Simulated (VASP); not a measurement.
# FeClO (Pmmn) in VASP: a series of runs

The runs below take FeClO through single point, with LDA+U.

Program: VASP 6.6.1. These are calculated values, not measurements. Logs are shortened: lines on timing, memory, paths and dates and some standing lists are left out, and cuts for length are marked.

### 1 The structure

The structure is orthorhombic, space group Pmmn (No. 59). The conventional cell has a = 3.300 Å, b = 3.750 Å, c = 7.650 Å, α = 90.00°, β = 90.00°, γ = 90.00°. Fe (site symmetry mm2) has 4 O at 1.88 to 2.15 Å as nearest neighbours. Cl (site symmetry mm2) has 2 Fe at 2.29 Å as nearest neighbours. Around O (site symmetry mm2) lie 4 Fe at 1.88 to 2.15 Å.

### 2 Single point, LDA+U, collinear spin, typed start

INCAR reads:

```
SYSTEM = FeClO
ALGO = Normal ; EDIFF = 1E-6
ENCUT = 520 ; ISIF = 2
ISMEAR = 0 ; ISPIN = 2
LASPH = .TRUE. ; LCHARG = .FALSE.
LDAU = .TRUE. ; LDAUJ = 0 0 0
LDAUL = 2 -1 -1 ; LDAUPRINT = 1
LDAUTYPE = 2 ; LDAUU = 1 0 0
LMAXMIX = 4 ; LORBIT = 11
LREAL = .FALSE. ; LWAVE = .FALSE.
MAGMOM = 5 5 0 0 0 0 ; NBANDS = 34
NELM = 150 ; PREC = Accurate
SIGMA = 0.05
```

KPOINTS reads:

```
k-points
0
G
  6 5 3
  0 0 0
```

POSCAR reads:

```
FeClO
1.0
    3.3000005800      0.0000000000      0.0000000000
    0.0000000000      3.7500006600      0.0000000000
    0.0000000000      0.0000000000      7.6500013500
Fe Cl O
2 2 2
Direct
    0.5000000000      0.0000000000      0.0970000000
    0.0000000000      0.5000000000      0.9030000000
    0.0000000000      0.0000000000      0.3050000000
    0.5000000000      0.5000000000      0.6950000000
    0.0000000000      0.0000000000      0.9170000000
    0.5000000000      0.5000000000      0.0830000000
```

Potentials or basis: VASP PAW LDA potentials, release 64 (Fe, Cl, O).

Started as:

```sh
$ cat potpaw_LDA.64/Fe/POTCAR potpaw_LDA.64/Cl/POTCAR potpaw_LDA.64/O/POTCAR > POTCAR
$ mpirun -np 1 vasp_std > vasp.out
```

OUTCAR:

```text
SYSTEM = FeClO
   EDIFF = 1E-6
   ENCUT = 520
   ISIF = 2
   ISMEAR = 0
   ISPIN = 2
   LASPH = .TRUE.
   LORBIT = 11
   LREAL = .FALSE.
   NELM = 150
   PREC = Accurate

 ion  position               nearest neighbor table
   1  0.500  0.000  0.097-   6 1.88   6 1.88   5 2.15   5 2.15   3 2.29   3 2.29   2 2.91   2 2.91
                             2 2.91   2 2.91
   2  0.000  0.500  0.903-   5 1.88   5 1.88   6 2.15   6 2.15   4 2.29   4 2.29   1 2.91   1 2.91
                             1 2.91   1 2.91
   3  0.000  0.000  0.305-   1 2.29   1 2.29
   4  0.500  0.500  0.695-   2 2.29   2 2.29
   5  0.000  0.000  0.917-   2 1.88   2 1.88   1 2.15   1 2.15
   6  0.500  0.500  0.083-   1 1.88   1 1.88   2 2.15   2 2.15

  LATTYP: Found a simple orthorhombic cell.
 ALAT       =     3.3000005800
 B/A-ratio  =     1.1363636366
 C/A-ratio  =     2.3181818198

  Lattice vectors:

 A1 = (   3.3000005800,   0.0000000000,   0.0000000000)
 A2 = (   0.0000000000,   3.7500006600,   0.0000000000)
 A3 = (   0.0000000000,   0.0000000000,   7.6500013500)

Analysis of symmetry for initial positions (statically):
=====================================================================
 Subroutine PRICEL returns:
 Original cell was already a primitive cell.

 Routine SETGRP: Setting up the symmetry group for a
 simple orthorhombic supercell.

 Subroutine GETGRP returns: Found  8 space group operations
 (whereof  4 operations were pure point group operations)
 out of a pool of  8 trial point group operations.

The static configuration has the point symmetry C_2v.
 The point group associated with its full space group is D_2h.

Analysis of symmetry for dynamics (positions and initial velocities):
=====================================================================
 Subroutine PRICEL returns:
 Original cell was already a primitive cell.

 Routine SETGRP: Setting up the symmetry group for a
 simple orthorhombic supercell.

 Subroutine GETGRP returns: Found  8 space group operations
 (whereof  4 operations were pure point group operations)
 out of a pool of  8 trial point group operations.

The dynamic configuration has the point symmetry C_2v.
 The point group associated with its full space group is D_2h.

Analysis of structural, dynamic, and magnetic symmetry:
=====================================================================
 Subroutine PRICEL returns:
 Original cell was already a primitive cell.

 Routine SETGRP: Setting up the symmetry group for a
 simple orthorhombic supercell.

 Subroutine GETGRP returns: Found  8 space group operations
 (whereof  4 operations were pure point group operations)
 out of a pool of  8 trial point group operations.

The overall configuration has the point symmetry C_2v.
 The point group associated with its full space group is D_2h.

 Subroutine INISYM returns: Found  8 space group operations
 (whereof  4 operations are pure point group operations),
 and found     1 'primitive' translations

----------------------------------------------------------------------------------------

                                     Primitive cell

  volume of cell :      94.6688

  direct lattice vectors                    reciprocal lattice vectors
     3.300000580  0.000000000  0.000000000     0.303030250  0.000000000  0.000000000
     0.000000000  3.750000660  0.000000000     0.000000000  0.266666620  0.000000000
     0.000000000  0.000000000  7.650001350     0.000000000  0.000000000  0.130718931

  length of vectors
[... 161 lines left out ...]
  o =  0.8641  v =  0.0000  0.0000 -0.4809  0.0000 -0.8768  0.0000  0.0000  0.0000  0.0000  0.0000      0.0000  0.0000  0.0000  0.0000  0.0000  0.0000  0.0000  0.0000  0.0000  0.0000
  o =  0.9516  v =  0.0000  0.0000 -0.8768  0.0000  0.4809  0.0000  0.0000  0.0000  0.0000  0.0000      0.0000  0.0000  0.0000  0.0000  0.0000  0.0000  0.0000  0.0000  0.0000  0.0000
  o =  0.9676  v =  0.0000  1.0000  0.0000  0.0000  0.0000  0.0000  0.0000  0.0000  0.0000  0.0000      0.0000  0.0000  0.0000  0.0000  0.0000  0.0000  0.0000  0.0000  0.0000  0.0000
  o =  0.9679  v =  1.0000  0.0000  0.0000  0.0000  0.0000  0.0000  0.0000  0.0000  0.0000  0.0000      0.0000  0.0000  0.0000  0.0000  0.0000  0.0000  0.0000  0.0000  0.0000  0.0000
  o =  1.0005  v =  0.0000  0.0000  0.0000  1.0000  0.0000  0.0000  0.0000  0.0000  0.0000  0.0000      0.0000  0.0000  0.0000  0.0000  0.0000  0.0000  0.0000  0.0000  0.0000  0.0000

atom =   2  type =  1  l = 2

 onsite density matrix

spin component  1

  0.9679  0.0000  0.0000  0.0000  0.0000
  0.0000  0.9676  0.0000  0.0000  0.0000
  0.0000  0.0000  0.9313  0.0000 -0.0369
  0.0000  0.0000  0.0000  1.0005  0.0000
  0.0000  0.0000 -0.0369  0.0000  0.8843

spin component  2

  0.2424  0.0000  0.0000  0.0000  0.0000
  0.0000  0.2519  0.0000  0.0000  0.0000
  0.0000  0.0000  0.2607  0.0000  0.0676
  0.0000  0.0000  0.0000  0.2889  0.0000
  0.0000  0.0000  0.0676  0.0000  0.2759

 occupancies and eigenvectors

  o =  0.2003  v =  0.0000  0.0000  0.0000  0.0000  0.0000  0.0000  0.0000 -0.7456  0.0000  0.6664      0.0000  0.0000  0.0000  0.0000  0.0000  0.0000  0.0000  0.0000  0.0000  0.0000
  o =  0.2424  v =  0.0000  0.0000  0.0000  0.0000  0.0000  1.0000  0.0000  0.0000  0.0000  0.0000      0.0000  0.0000  0.0000  0.0000  0.0000  0.0000  0.0000  0.0000  0.0000  0.0000
  o =  0.2519  v =  0.0000  0.0000  0.0000  0.0000  0.0000  0.0000  1.0000  0.0000  0.0000  0.0000      0.0000  0.0000  0.0000  0.0000  0.0000  0.0000  0.0000  0.0000  0.0000  0.0000
  o =  0.2889  v =  0.0000  0.0000  0.0000  0.0000  0.0000  0.0000  0.0000  0.0000 -1.0000  0.0000      0.0000  0.0000  0.0000  0.0000  0.0000  0.0000  0.0000  0.0000  0.0000  0.0000
  o =  0.3364  v =  0.0000  0.0000  0.0000  0.0000  0.0000  0.0000  0.0000 -0.6664  0.0000 -0.7456      0.0000  0.0000  0.0000  0.0000  0.0000  0.0000  0.0000  0.0000  0.0000  0.0000
  o =  0.8641  v =  0.0000  0.0000 -0.4809  0.0000 -0.8768  0.0000  0.0000  0.0000  0.0000  0.0000      0.0000  0.0000  0.0000  0.0000  0.0000  0.0000  0.0000  0.0000  0.0000  0.0000
  o =  0.9516  v =  0.0000  0.0000 -0.8768  0.0000  0.4809  0.0000  0.0000  0.0000  0.0000  0.0000      0.0000  0.0000  0.0000  0.0000  0.0000  0.0000  0.0000  0.0000  0.0000  0.0000
  o =  0.9676  v =  0.0000  1.0000  0.0000  0.0000  0.0000  0.0000  0.0000  0.0000  0.0000  0.0000      0.0000  0.0000  0.0000  0.0000  0.0000  0.0000  0.0000  0.0000  0.0000  0.0000
  o =  0.9679  v =  1.0000  0.0000  0.0000  0.0000  0.0000  0.0000  0.0000  0.0000  0.0000  0.0000      0.0000  0.0000  0.0000  0.0000  0.0000  0.0000  0.0000  0.0000  0.0000  0.0000
  o =  1.0005  v =  0.0000  0.0000  0.0000  1.0000  0.0000  0.0000  0.0000  0.0000  0.0000  0.0000      0.0000  0.0000  0.0000  0.0000  0.0000  0.0000  0.0000  0.0000  0.0000  0.0000

 number of electron      42.0000007 magnetization       8.3680669

 Free energy of the ion-electron system (eV)
  ---------------------------------------------------
  ext. energy  EPLUGINS =         0.00000000
  ---------------------------------------------------
  free energy    TOTEN  =       -38.02169951 eV

  energy without entropy =      -38.01321692  energy(sigma->0) =      -38.01745822

 E-fermi :   2.1340     XC(G=0): -10.1938

 val. band max:        2.1247913611   @ k =   0.0000   0.4000   0.3333
 cond. band min:       2.1388358420   @ k =   0.1667   0.2000   0.0000
 fundamental gap:      0.0140444809
 Fermi energy:         2.1339616531

 spin component 1

 k-point     1 :       0.0000    0.0000    0.0000
  band No.  band energies     occupation
      1     -17.3433      1.00000
      2     -16.2848      1.00000
      3     -12.8570      1.00000
      4     -12.8399      1.00000
      5      -4.1969      1.00000
      6      -3.9695      1.00000
[... 853 lines left out ...]
     32      11.8066      0.00000
     33      12.6423      0.00000
 Fermi energy:         2.1339616531

 spin component 2

 k-point     1 :       0.0000    0.0000    0.0000
  band No.  band energies     occupation
      1     -16.7649      1.00000
      2     -15.6241      1.00000
      3     -12.5475      1.00000
      4     -12.5292      1.00000
      5      -3.4177      1.00000
      6      -2.7705      1.00000
[... 853 lines left out ...]
     32      12.3058      0.00000
     33      13.4158      0.00000
 [bands above 33 left out]

------------------------ aborting loop because EDIFF is reached ----------------------------------------

  FORCE on cell =-STRESS in cart. coord.  units (eV):
  Direction    XX          YY          ZZ          XY          YZ          ZX
  --------------------------------------------------------------------------------------
  -------------------------------------------------------------------------------------
  Total       -1.3695945     -0.1468584      1.1460113      0.0000000      0.0000000      0.0000000
  in kB      -23.1790549     -2.4854354     19.3951269      0.0000000      0.0000000      0.0000000
  external PRESSURE =      -2.0897878 kB  Pullay stress =       0.0000000 kB

 VOLUME and BASIS-vectors are now :
 -----------------------------------------------------------------------------
  energy-cutoff  :      520.00
  volume of cell :       94.67
      direct lattice vectors                 reciprocal lattice vectors
     3.300000580  0.000000000  0.000000000     0.303030250  0.000000000  0.000000000
     0.000000000  3.750000660  0.000000000     0.000000000  0.266666620  0.000000000
     0.000000000  0.000000000  7.650001350     0.000000000  0.000000000  0.130718931

 POSITION                                       TOTAL-FORCE (eV/Angst)
 -----------------------------------------------------------------------------------
      1.65000      0.00000      0.74205         0.000000      0.000000     -0.155606
      0.00000      1.87500      6.90795         0.000000      0.000000      0.155606
      0.00000      0.00000      2.33325         0.000000      0.000000      0.622926
      1.65000      1.87500      5.31675         0.000000      0.000000     -0.622926
      0.00000      0.00000      7.01505         0.000000      0.000000      0.627204
      1.65000      1.87500      0.63495         0.000000      0.000000     -0.627204
 -----------------------------------------------------------------------------------
    total drift:                                0.000000     -0.000000     -0.000000

  FREE ENERGIE OF THE ION-ELECTRON SYSTEM (eV)
  ---------------------------------------------------
  free  energy   TOTEN  =       -38.0216995068 eV

  energy  without entropy=      -38.0132169243  energy(sigma->0) =      -38.01745822

 total charge

# of ion       s       p       d       tot
------------------------------------------
    1        0.391   0.571   6.044   7.005
    2        0.391   0.571   6.044   7.005
    3        1.604   3.482   0.000   5.087
    4        1.604   3.482   0.000   5.087
    5        1.562   3.413   0.000   4.975
    6        1.562   3.413   0.000   4.975
--------------------------------------------------
tot          7.115  14.931  12.087  34.134

 magnetization (x)

# of ion       s       p       d       tot
------------------------------------------
    1        0.017   0.027   3.433   3.477
    2        0.017   0.027   3.433   3.477
    3        0.009   0.212   0.000   0.221
    4        0.009   0.212   0.000   0.221
    5        0.021   0.276   0.000   0.297
    6        0.021   0.276   0.000   0.297
--------------------------------------------------
tot          0.093   1.030   6.865   7.989
```

Run time: 1.8 min. Hardware: 1 thread of AMD EPYC 9R45 (Zen 5), shared host; peak memory 0.22 GiB.

Results:

```
Free energy                                           : -38.0217 eV
Pressure                                              : -0.2 GPa
Largest force                                         : 0.627 eV/Å
Band gap on the k mesh                                : none (metal or under the smearing width)
Net moment                                            : 8.37 μB per cell
Site moments                                          : Fe +3.48; Cl +0.22; O +0.30 μB
Valence electrons inside the program's atomic spheres : Fe 7.00; Cl 5.09; O 4.97
```

Forces in eV/Å, atoms in the order of the input:
```
Fe   0.000  0.000 -0.156
Fe   0.000  0.000  0.156
Cl   0.000  0.000  0.623
Cl   0.000  0.000 -0.623
O    0.000  0.000  0.627
O    0.000  0.000 -0.627
```

Stress tensor (GPa, compression positive):
```
-2.32  0.00  0.00
 0.00 -0.25  0.00
 0.00  0.00  1.94
```

Eigenvalues of the final occupation matrices:
| site | spin | trace | eigenvalues |
| --- | --- | --- | --- |
| site 1 d | 1 | 4.75 | 0.86 0.95 0.97 0.97 1.00 |
| site 1 d | 2 | 1.32 | 0.20 0.24 0.25 0.29 0.34 |
| site 2 d | 1 | 4.75 | 0.86 0.95 0.97 0.97 1.00 |
| site 2 d | 2 | 1.32 | 0.20 0.24 0.25 0.29 0.34 |

### 3 Single point, LDA+U, collinear spin, twin_end start

INCAR reads:

```
  PREC = Accurate
  ENCUT = 520
  EDIFF = 1E-7
  ISMEAR = 0
  SIGMA = 0.05
  LREAL = False
  LASPH = True
  NELM = 150
  ALGO = Fast
  ISIF = 2
  LWAVE = False
  LCHARG = False
  ISPIN = 2
  MAGMOM = 3.5 3.5 0.24 0.24 0.33 0.33
  LORBIT = 11
  LMAXMIX = 4
  LDAU = True
  LDAUTYPE = 2
  LDAUL = 2 -1 -1
  LDAUU = 1 0 0
  LDAUJ = 0 0 0
  LDAUPRINT = 1
  GGA = CA
  NBANDS = 34
```

KPOINTS reads:

```
Automatic mesh
0
Gamma
  6 5 3
```

POSCAR is that of step 2.

Potentials or basis: VASP PAW LDA potentials, release 64 (Fe, Cl, O).

Started as:

```sh
$ cat potpaw_LDA.64/Fe/POTCAR potpaw_LDA.64/Cl/POTCAR potpaw_LDA.64/O/POTCAR > POTCAR
$ mpirun -np 1 vasp_std > vasp.out
```

Wall time 2.2 min (1 thread of AMD EPYC 9R45 (Zen 5), shared host); peak memory 0.22 GiB.

Results (log left out):

| Item | Value |
| --- | --- |
| Free energy | -38.0217 eV |
| Pressure | -0.2 GPa |
| Largest force | 0.627 eV/Å |
| Band gap on the k mesh | none (metal or under the smearing width) |
| Net moment | 8.37 μB per cell |
| Site moments | Fe +3.48; Cl +0.22; O +0.30 μB |
| Valence electrons inside the program's atomic spheres | Fe 7.00; Cl 5.09; O 4.97 |

Forces on the atoms (eV/Å):
```
Fe   0.000  0.000 -0.155
Fe   0.000  0.000  0.155
Cl   0.000  0.000  0.622
Cl   0.000  0.000 -0.622
O    0.000  0.000  0.627
O    0.000  0.000 -0.627
```

Stress tensor (GPa, compression positive):
```
-2.28  0.00  0.00
 0.00 -0.17  0.00
 0.00  0.00  1.97
```

Levels at points of the mesh, in eV from the Fermi level:
Spin up:
| k point | band 22 | band 23 | band 24 | band 25 | band 26 | band 27 | band 28 | band 29 | band 30 | band 31 |
| --- | --- | --- | --- | --- | --- | --- | --- | --- | --- | --- |
| (0.00, 0.00, 0.00) | -1.40 | -1.31 | -1.31 | -0.46 | -0.13 | 4.85 | 7.33 | 7.81 | 7.88 | 8.99 |
| (0.50, 0.00, 0.00) | -1.74 | -1.32 | -1.32 | -0.71 | -0.71 | 7.21 | 7.21 | 8.73 | 8.73 | 9.95 |
Spin down:
```tsv
k point	band 13	band 14	band 15	band 16	band 17	band 18	band 19	band 20	band 21	band 22
(0.00, 0.00, 0.00)	-2.14	-1.75	-1.46	-1.43	-0.70	-0.25	0.14	0.34	0.45	0.68
(0.50, 0.00, 0.00)	-2.25	-2.25	-1.86	-1.86	-0.34	-0.34	0.33	0.33	0.62	0.62
```

Eigenvalues of the final occupation matrices:
```csv
site,spin,trace,eigenvalues
site 1 d,1,4.75,0.86 0.95 0.97 0.97 1.00
site 1 d,2,1.32,0.20 0.24 0.25 0.29 0.34
site 2 d,1,4.75,0.86 0.95 0.97 0.97 1.00
site 2 d,2,1.32,0.20 0.24 0.25 0.29 0.34
```

The state reached can hang on the start; a lower one may exist.
